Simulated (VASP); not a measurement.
Input of a VASP 6.6.1 run:

INCAR

```
PREC = Accurate ; ENCUT = 520
EDIFF = 1E-7 ; ISMEAR = 0
SIGMA = 0.02 ; LREAL = False
LASPH = True ; NELM = 60
ALGO = Normal ; ISIF = 3
LWAVE = False ; LCHARG = False
GGA = PE ; IBRION = 2
NSW = 80 ; EDIFFG = -0.002
KPAR = 4
```

The input KPOINTS:

```
regular mesh
0
Gamma
  12 12 12
```

Contents of POSCAR:

```
BAs                                     
1.0
   -0.0000000000      2.4082271941      2.4082271941
    2.4082271941     -0.0000000000      2.4082271941
    2.4082271941      2.4082271941      0.0000000000
  B               As            
     1     1
Direct
     0.0000000000000000    0.0000000000000000    0.0000000000000000
     0.2500000000000000    0.2500000000000000    0.2500000000000000
```

Potentials or basis: VASP PAW PBE potentials, release 64 (B, As).

Command:

```console
$ cat potpaw_PBE.64/B/POTCAR potpaw_PBE.64/As/POTCAR > POTCAR
$ mpirun -np 4 vasp_std > vasp.out
```

Problem. Predict the band gap on the k mesh.

Solution. 1.21 eV, indirect (least direct gap 3.25 eV).

Final structure:
```
CELL_PARAMETERS angstrom
0.00000 2.40823 2.40823
2.40823 0.00000 2.40823
2.40823 2.40823 0.00000
ATOMIC_POSITIONS crystal
B 0.00000 0.00000 0.00000
As 0.25000 0.25000 0.25000
```

Caveat: the relaxation stopped at its first step, so nothing moved. As with any semilocal functional, this PBE gap is likely too small.
